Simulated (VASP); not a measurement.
Input:

```xyz
2
Lattice="0.0000 3.1898 3.1898 3.1898 0.0000 3.1898 3.1898 3.1898 0.0000" Properties=species:S:1:pos:R:3 pbc="T T T"
K      0.0000     0.0000     0.0000
Br     3.1898     3.1898     3.1898
```

These are LDA (Ceperley-Alder, Perdew-Zunger), VASP's LDA PAW potentials (set 64) (plane waves; VASP 6.6.1) values and carry that method's errors. Run with 400 eV cut-off, 9×9×9 Γ-centred mesh, Gaussian smearing of 0.010 eV, potentials K_sv Br.

Give the direction-averaged independent-particle dielectric function (no local fields, no excitons; a broadening of 0.1 eV leaves a tail below the gap, and fine structure carries the noise of the k-mesh).

```tsv
ħω (eV)	ε₁	ε₂
0.00	3.09	0.00
0.40	3.10	0.00
0.80	3.11	0.01
1.30	3.15	0.01
1.70	3.19	0.01
2.20	3.26	0.02
2.60	3.34	0.02
3.10	3.47	0.03
3.50	3.62	0.04
4.00	3.90	0.08
4.40	4.20	0.23
4.90	4.16	0.80
5.30	4.90	0.93
5.80	4.98	1.41
6.20	5.90	3.17
6.70	4.97	3.73
7.10	2.39	4.22
7.60	0.89	3.42
8.00	2.29	3.00
8.50	1.99	2.19
8.90	2.96	3.48
9.40	0.93	4.71
9.80	-0.15	3.35
10.30	-0.68	2.96
```
ε₂ peaks at 6.9 eV (height 5.7), 8.2 eV (height 3.3), 9.3 eV (height 4.9); ε₁(0) averages 3.09, so the electronic refractive index below the gap tends to √3.09 = 1.76.

The compound is KBr in the rock salt structure. It was relaxed first, which changed the volume by -10 %.
